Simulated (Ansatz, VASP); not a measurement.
# Two plane-wave programs on Hf2Pd2Se2Br2O3

Contents of INCAR:

```
PREC     = Accurate       # precision mode
ENCUT    = 520            # plane-wave cutoff, eV
EDIFF    = 1E-7           # SCF threshold, eV
ISMEAR   = -1             # smearing method
SIGMA    = 0.05           # smearing width, eV
LREAL    = F              # projectors in reciprocal space
LASPH    = T              # aspherical terms in the spheres
NELM     = 100            # most SCF steps
ALGO     = Normal         # electronic algorithm
ISIF     = 2              # what is computed and relaxed
LWAVE    = F              # write WAVECAR
LCHARG   = F              # write CHGCAR
GGA      = PE             # functional
NBANDS   = 53             # bands
KPAR     = 4
```

KPOINTS

```
Automatic mesh
0
Gamma
  8 8 2
```

Contents of POSCAR:

```
Hf2Pd2Se2Br2O3
1.0
    7.4841249983     -1.6866029782     -1.1598694034
    7.4841249983      1.6866029782     -1.1598694034
   -1.9970990784      0.0000000000     12.8751560795
Hf Pd Se Br O
2 2 2 2 3
Direct
    0.9451400000      0.9451400000      0.0614400000
    0.6062800000      0.6062800000      0.2830900000
    0.1792000000      0.1792000000      0.5096400000
    0.3228600000      0.3228600000      0.7430700000
    0.9223200000      0.9223200000      0.8456600000
    0.7899100000      0.7899100000      0.5880000000
    0.5864500000      0.5864500000      0.0452000000
    0.2460400000      0.2460400000      0.2865100000
    0.5970100000      0.5970100000      0.4212700000
    0.3855400000      0.3855400000      0.0730200000
    0.0309400000      0.0309400000      0.2216900000
```

Contents of input.yaml:

```yaml
crystal:
  lattice:
    - [7.4841249983, -1.6866029782, -1.1598694034]
    - [7.4841249983, 1.6866029782, -1.1598694034]
    - [-1.9970990784, 0.0, 12.8751560795]
  atoms:
    - { symbol: Hf, position: [0.94514, 0.94514, 0.06144] }
    - { symbol: Hf, position: [0.60628, 0.60628, 0.28309] }
    - { symbol: Pd, position: [0.1792, 0.1792, 0.50964] }
    - { symbol: Pd, position: [0.32286, 0.32286, 0.74307] }
    - { symbol: Se, position: [0.92232, 0.92232, 0.84566] }
    - { symbol: Se, position: [0.78991, 0.78991, 0.588] }
    - { symbol: Br, position: [0.58645, 0.58645, 0.0452] }
    - { symbol: Br, position: [0.24604, 0.24604, 0.28651] }
    - { symbol: O, position: [0.59701, 0.59701, 0.42127] }
    - { symbol: O, position: [0.38554, 0.38554, 0.07302] }
    - { symbol: O, position: [0.03094, 0.03094, 0.22169] }
hamiltonian:
  xc: pbe
  pseudopotentials: { kind: paw }
kpoints:
  mp_grid: { grid: [8, 8, 2] }
scf:
  occupations: { method: fermi_dirac, width: 0.05 }
output:
  forces: true
  stress: true
  eigenvalues: true
  write_density: true
  write_potential: true
  elf: true
  volumetric_format: npy
```

Change from the starting cell: volume scaled by 0.96.

Alike in both runs: task single point; functional PBE; k mesh 8 × 8 × 2; occupations fermi-dirac, width 0.05 eV; no spin polarisation.

|  | VASP | Ansatz |
| --- | --- | --- |
| version | VASP 6.6.1 | Ansatz 0.2.0 |
| potentials or method | VASP PAW PBE potentials, release 64 (Hf_pv, Pd, Se, Br, O) | Ansatz PAW |
| plane-wave cutoff (eV) | 520 | 420 |
| valence electrons in the cell | 84 | 152 |

VASP gave:

- gap on the k mesh at the Fermi level (eV): 0.87
- least direct gap on the mesh (eV): 0.91
- pressure (GPa): 2.6
- largest component of the traceless stress (GPa): 0.89
- rms of the force components (eV/Å): 0.239

Problem. Estimate Ansatz's values.

Solution. gap on the k mesh at the Fermi level (eV): 0.88; least direct gap on the mesh (eV): 0.92; pressure (GPa): 3.0; largest component of the traceless stress (GPa): 0.98; rms of the force components (eV/Å): 0.271.

Atom by atom the forces differ by 0.049 eV/Å (rms over components). The functional is the same, so the differences come from potentials, cutoffs and numerics. The two sets of potentials don't hold the same shells in valence.

Caveats: spin-orbit coupling is left out, which moves the levels of the heavy elements. A k mesh can miss the band edges.
